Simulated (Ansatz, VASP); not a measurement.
# Be72H143 (V_H1) in two plane-wave programs

One calculation is typed for both programs; each brings its own data sets. How far apart do they land? The cell is taken from a series of runs on this material, whose earlier steps may have relaxed, scaled, displaced or heated it; both programs get it as it stands.

Program: Ansatz 0.2.0. Level of theory: plane waves, with VASP 6.6.1 beside it; single point at PBEsol. Results are calculated unless marked as measured.

## Step 1: Set-up

The cell holds 215 atoms: 72 Be and 143 H. Its edges and angles: a = 11.980 Å, b = 12.225 Å, c = 12.225 Å, α = 76.1°, β = 70.9°, γ = 70.9°. It derives from BeH2 (BeH2 (Ibam)). Nearest the centre at fractional (0.610, 0.532, 0.378): Be27 at 0.92 Å, Be37 at 1.01 Å, H146 at 2.01 Å, H174 at 2.06 Å, H136 at 2.27 Å, H155 at 2.36 Å, H173 at 2.46 Å, H126 at 2.50 Å. The cell carries charge +1.

## Step 2: VASP: single point, PBEsol

With cell and atoms fixed, the geometry can't cause a difference; cores, projectors, grids and the points listed under the comparison can.

Lines of VASP's logs that name or quote its potential files are left out, and so is its time.

INCAR

```
SYSTEM = Be72H143
PREC = Accurate
ENCUT = 520
EDIFF = 1E-06
NELM = 120
ISMEAR = -1
SIGMA = 0.01
LREAL = Auto
ALGO = Normal
GGA = PS
NELECT = 286
NBANDS = 293
LORBIT = 11
LWAVE = .FALSE.
LCHARG = .FALSE.
ISIF = 2
LASPH = .TRUE.
GGA_COMPAT = .FALSE.
EFERMI = MIDGAP
```

POSCAR

```
Be72H143
1.0
   11.9799784523      0.0000000000      0.0000000000
    3.9933261508     -8.7573595481      7.5377721599
    3.9933261508     -8.7573595481     -7.5377721599
Be H
72 143
Direct
    0.1649183612      0.1258389957      0.3752986689
    0.1662754344      0.3751974699      0.1248664435
[... 24 atom lines left out ...]
    0.5877913207      0.4641381685      0.4145172178
[... 1 atom line left out ...]
    0.4864653945      0.3258149755      0.3390946651
[... 2 atom lines left out ...]
    0.5014939456      0.3773018243      0.6246980346
[... 4 atom lines left out ...]
    0.5262802382      0.5872155908      0.3804023462
[... 2 atom lines left out ...]
    0.5178841575      0.6607094635      0.1685151186
    0.4773332786      0.8233989112      0.3374229303
[... 4 atom lines left out ...]
    0.5162403075      0.6654349180      0.6662089149
[... 1 atom line left out ...]
    0.4078608994      0.5823027143      0.5785750620
[... 1 atom line left out ...]
    0.8336800735      0.3763780678      0.1243745569
    0.9291372721      0.4184925684      0.4155013659
[... 1 atom line left out ...]
    0.8094291889      0.3451618041      0.3334117920
[... 7 atom lines left out ...]
    0.8342223902      0.6261226767      0.3749629065
[... 2 atom lines left out ...]
    0.8506076568      0.6658698192      0.1656996706
[... 1 atom line left out ...]
    0.7388231959      0.5844720518      0.0827362619
[... 5 atom lines left out ...]
    0.7377267730      0.5850508278      0.5842193535
[... 33 atom lines left out ...]
    0.2765256419      0.5323327556      0.3782316236
[... 6 atom lines left out ...]
    0.3094933380      0.6585786280      0.6568401161
[... 7 atom lines left out ...]
    0.5484524552      0.3734577548      0.2217893752
[... 4 atom lines left out ...]
    0.4695622887      0.4059034867      0.4187557302
[... 6 atom lines left out ...]
    0.5496239166      0.3733504046      0.7196277672
[... 1 atom line left out ...]
    0.3878650590      0.4674994583      0.6268136463
    0.6117509682      0.3859720388      0.5331308140
[... 6 atom lines left out ...]
    0.4517707538      0.2839209959      0.6280661747
[... 1 atom line left out ...]
    0.5476139242      0.8685970933      0.2230695647
    0.5595409183      0.7072475264      0.3658853528
[... 2 atom lines left out ...]
    0.6414384941      0.6583585674      0.1595633061
    0.4800108996      0.8953143920      0.4150896615
    0.3552305605      0.8434530656      0.3377042000
    0.5215418969      0.5905689227      0.0869412917
    0.3864936742      0.6304829439      0.4658772613
    0.4486645669      0.7780660760      0.1345667563
    0.4529112247      0.6153292012      0.2819793281
[... 4 atom lines left out ...]
    0.6398947342      0.6605358686      0.6597991215
[... 2 atom lines left out ...]
    0.5215674098      0.5915991451      0.5876921671
[... 4 atom lines left out ...]
    0.8832030605      0.3746599296      0.2172211852
    0.8693797315      0.2270022553      0.3760814684
    0.7246173158      0.4684648237      0.1163925548
[... 2 atom lines left out ...]
    0.8118831858      0.4187419745      0.4080395801
    0.6844786370      0.3662520435      0.3338175875
[... 7 atom lines left out ...]
    0.7232096973      0.4688570453      0.6221886787
[... 15 atom lines left out ...]
    0.6947821596      0.8353726554      0.3424586134
    0.8540144777      0.5902429975      0.0899571530
    0.7241171742      0.6226184961      0.4678092124
    0.9448409301      0.5341804771      0.3797833884
[... 1 atom line left out ...]
    0.7850457532      0.6271671504      0.2819994663
[... 11 atom lines left out ...]
    0.7834751495      0.6294234053      0.7815233449
```

KPOINTS

```
Automatic mesh
0
Gamma
1 1 1
0 0 0
```

The projector-augmented-wave data sets are Be and H (PBE family, release 64).

Command:

```bash
$ export OMP_NUM_THREADS=3
$ mpirun -np 1 vasp_gam
```

Numbers of over 12 decimals in the logs are rounded to 6 here.

The log of the run:

```text
[banner, memory and clock lines left out]
running    1 mpi-ranks, on    1 nodes
[...]
Offloading initialized ...    1 GPUs detected
[...]
|                                                                             |
|               ----> ADVICE to this user running VASP <----                  |
|                                                                             |
|     You enforced a specific xc type in the INCAR file but a different       |
|     [... a line on the potential file left out ...]
|     I HOPE YOU KNOW WHAT YOU ARE DOING!                                     |
|                                                                             |

 LDA part: xc-table for (Slater+PW92), standard interpolation
 POSCAR, INCAR and KPOINTS ok, starting setup
[...]
entering main loop
       N       E                     dE             d eps       ncg     rms          rms(c)
DAV:   1     0.982404023474E+03    0.98240E+03   -0.11873E+05   586   0.860E+02
DAV:   2    -0.571243730912E+03   -0.15536E+04   -0.12721E+04   884   0.182E+02
DAV:   3    -0.791102489535E+03   -0.21986E+03   -0.21442E+03   732   0.582E+01
DAV:   4    -0.795863178275E+03   -0.47607E+01   -0.47496E+01   756   0.926E+00
DAV:   5    -0.795887011726E+03   -0.23833E-01   -0.23827E-01   732   0.755E-01BRMIX: very serious problems
 the old and the new charge density differ
 old charge density:   287.00000 new  286.00000
    0.361E+01
DAV:   6    -0.769396811022E+03    0.26490E+02   -0.12560E+01   700   0.403E+00    0.202E+01
DAV:   7    -0.758750893136E+03    0.10646E+02   -0.22026E+01   676   0.524E+00    0.502E+00
DAV:   8    -0.758096391579E+03    0.65450E+00   -0.35869E+00   716   0.197E+00    0.248E+00
DAV:   9    -0.758081404621E+03    0.14987E-01   -0.22172E-01   668   0.569E-01    0.217E+00
[...]
DAV:  18    -0.758091345018E+03    0.88217E-05   -0.37761E-05   764   0.784E-03    0.940E-03
DAV:  19    -0.758091344166E+03    0.85180E-06   -0.10739E-05   756   0.572E-03    0.411E-03
DAV:  20    -0.758091344081E+03    0.85723E-07   -0.55225E-06   652   0.335E-03
   1 F= -.75809134E+03 E0= -.75809098E+03  d E =-.736038E-03
```

OUTCAR, selected parts (step 2):

```text
  FREE ENERGIE OF THE ION-ELECTRON SYSTEM (eV)
  ---------------------------------------------------
  free  energy   TOTEN  =      -758.0913440806 eV

  energy  without entropy=     -758.0906080422  energy(sigma->0) =     -758.09097606
```

The run ends at a pressure of -0.10 GPa, with forces up to 15 eV/Å.

[end of part 1 of 2]

[Lines on the potential files, build, host, timing and source positions are cut from VASP's logs without a mark.]

[Logs are printed without paths, hosts, clocks, repeated set-up lines and the standing remarks that a program may print on its own settings, such as how far it seeks lower states.]

[Hosts, paths, dates, database ids (printed as entryN), source tags and the programs' standing remarks are cut or masked in the printed files.]
